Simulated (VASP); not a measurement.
OSZICAR of a VASP run on MoSi₂ (MoSi2 type):

OSZICAR:
```
       N       E                     dE             d eps       ncg     rms          rms(c)
DAV:   1     0.770243281079E+02    0.77024E+02   -0.10356E+04  4922   0.118E+03
DAV:   2    -0.498203777089E+02   -0.12684E+03   -0.12509E+03  6129   0.312E+02
DAV:   3    -0.521509793702E+02   -0.23306E+01   -0.23052E+01  6367   0.391E+01
DAV:   4    -0.521616718063E+02   -0.10692E-01   -0.10691E-01  5716   0.306E+00
DAV:   5    -0.521617535933E+02   -0.81787E-04   -0.81786E-04  6535   0.245E-01    0.251E+01
DAV:   6    -0.451810004772E+02    0.69808E+01   -0.67339E+00  5590   0.257E+01    0.502E+00
DAV:   7    -0.447282851543E+02    0.45272E+00   -0.10483E+00  5387   0.886E+00    0.393E+00
DAV:   8    -0.449767401298E+02   -0.24845E+00   -0.42381E-01  5282   0.546E+00    0.154E+00
DAV:   9    -0.450119664040E+02   -0.35226E-01   -0.40773E-02  5926   0.173E+00    0.474E-01
DAV:  10    -0.450107188036E+02    0.12476E-02   -0.17428E-02  5415   0.129E+00    0.112E-01
DAV:  11    -0.450140203942E+02   -0.33016E-02   -0.36809E-03  5254   0.565E-01    0.757E-02
DAV:  12    -0.450137557990E+02    0.26460E-03   -0.24403E-04  6486   0.184E-01    0.212E-02
DAV:  13    -0.450141382146E+02   -0.38242E-03   -0.25206E-04  5009   0.175E-01    0.233E-02
DAV:  14    -0.450140183899E+02    0.11982E-03   -0.23614E-05  5562   0.558E-02    0.997E-03
DAV:  15    -0.450140310293E+02   -0.12639E-04   -0.58515E-06  5457   0.267E-02    0.226E-03
DAV:  16    -0.450140185962E+02    0.12433E-04   -0.16162E-06  3663   0.138E-02    0.194E-03
DAV:  17    -0.450140257136E+02   -0.71174E-05   -0.83331E-07  2620   0.938E-03    0.577E-04
DAV:  18    -0.450140228970E+02    0.28166E-05   -0.76150E-08  2564   0.275E-03    0.709E-04
DAV:  19    -0.450140253490E+02   -0.24520E-05   -0.17901E-08  2536   0.151E-03    0.130E-04
DAV:  20    -0.450140245446E+02    0.80436E-06   -0.40937E-09  2487   0.691E-04
   1 F= -.45014025E+02 E0= -.45013815E+02  d E =-.450140E+02
       N       E                     dE             d eps       ncg     rms          rms(c)
DAV:   1    -0.450844572829E+02   -0.70432E-01   -0.17627E+00  5555   0.151E+01    0.308E+00
DAV:   2    -0.450209095860E+02    0.63548E-01   -0.59064E-01  5457   0.608E+00    0.657E-01
DAV:   3    -0.450125870676E+02    0.83225E-02   -0.39693E-02  5373   0.122E+00    0.254E-01
DAV:   4    -0.450117290804E+02    0.85799E-03   -0.40142E-03  5968   0.541E-01    0.118E-01
DAV:   5    -0.450113387310E+02    0.39035E-03   -0.18611E-03  5450   0.449E-01    0.113E-01
DAV:   6    -0.450115829273E+02   -0.24420E-03   -0.19640E-03  5212   0.407E-01    0.329E-02
DAV:   7    -0.450119709549E+02   -0.38803E-03   -0.18293E-04  5002   0.134E-01    0.170E-02
DAV:   8    -0.450119835513E+02   -0.12596E-04   -0.33911E-05  5702   0.555E-02    0.518E-03
DAV:   9    -0.450119780160E+02    0.55353E-05   -0.55995E-06  5653   0.248E-02    0.214E-03
DAV:  10    -0.450119821110E+02   -0.40951E-05   -0.38976E-07  2543   0.681E-03    0.165E-03
DAV:  11    -0.450119815691E+02    0.54192E-06   -0.35940E-07  2522   0.602E-03
   2 F= -.45011982E+02 E0= -.45011777E+02  d E =0.204298E-02
       N       E                     dE             d eps       ncg     rms          rms(c)
DAV:   1    -0.450426615668E+02   -0.30679E-01   -0.67120E-01  5499   0.931E+00    0.201E+00
DAV:   2    -0.450182236626E+02    0.24438E-01   -0.20556E-01  5415   0.365E+00    0.423E-01
DAV:   3    -0.450155021733E+02    0.27215E-02   -0.12522E-02  5408   0.693E-01    0.170E-01
DAV:   4    -0.450151446074E+02    0.35757E-03   -0.14160E-03  5926   0.336E-01    0.931E-02
DAV:   5    -0.450150372260E+02    0.10738E-03   -0.60692E-04  5373   0.267E-01    0.739E-02
DAV:   6    -0.450150509737E+02   -0.13748E-04   -0.83595E-04  5184   0.270E-01    0.193E-02
DAV:   7    -0.450152613703E+02   -0.21040E-03   -0.86221E-05  5002   0.907E-02    0.123E-02
DAV:   8    -0.450152694125E+02   -0.80422E-05   -0.19792E-05  5639   0.419E-02    0.306E-03
DAV:   9    -0.450152729099E+02   -0.34973E-05   -0.18815E-06  3398   0.148E-02    0.122E-03
DAV:  10    -0.450152720421E+02    0.86776E-06   -0.22842E-07  2515   0.436E-03
   3 F= -.45015272E+02 E0= -.45015064E+02  d E =-.124750E-02
       N       E                     dE             d eps       ncg     rms          rms(c)
DAV:   1    -0.450155594497E+02   -0.28654E-03   -0.11293E-02  5275   0.105E+00    0.893E-02
DAV:   2    -0.450153354753E+02    0.22397E-03   -0.39066E-04  6087   0.162E-01    0.463E-02
DAV:   3    -0.450153109209E+02    0.24554E-04   -0.14386E-04  6157   0.113E-01    0.173E-02
DAV:   4    -0.450153181337E+02   -0.72127E-05   -0.17011E-05  5569   0.364E-02    0.653E-03
DAV:   5    -0.450153145415E+02    0.35922E-05   -0.48987E-06  5170   0.221E-02    0.352E-03
DAV:   6    -0.450153183384E+02   -0.37969E-05   -0.15631E-06  2889   0.135E-02    0.143E-03
DAV:   7    -0.450153168806E+02    0.14579E-05   -0.31758E-07  2487   0.596E-03    0.750E-04
DAV:   8    -0.450153178318E+02   -0.95118E-06   -0.48261E-08  2494   0.243E-03
   4 F= -.45015318E+02 E0= -.45015116E+02  d E =-.457896E-04
```

Task: Which electronic solver shows in the log?

Result: It is blocked Davidson (ALGO = Normal, or the opening steps of other solvers). The INCAR had ALGO = Normal.

Task: Can the final energy be trusted as converged?

Result: Self-consistency was reached. It stopped with EDIFF = 1E-6, NELM = 100, NSW = 60 and EDIFFG = -0.02 after 4 ionic steps (r2SCAN meta-GGA, plane waves, VASP's PBE PAW potentials (set 64)).

The compound is MoSi2 in the MoSi2 type structure. This run relaxes it. Symmetry was kept, so distortions that lower it aren't found. The start is the result of an earlier pass.
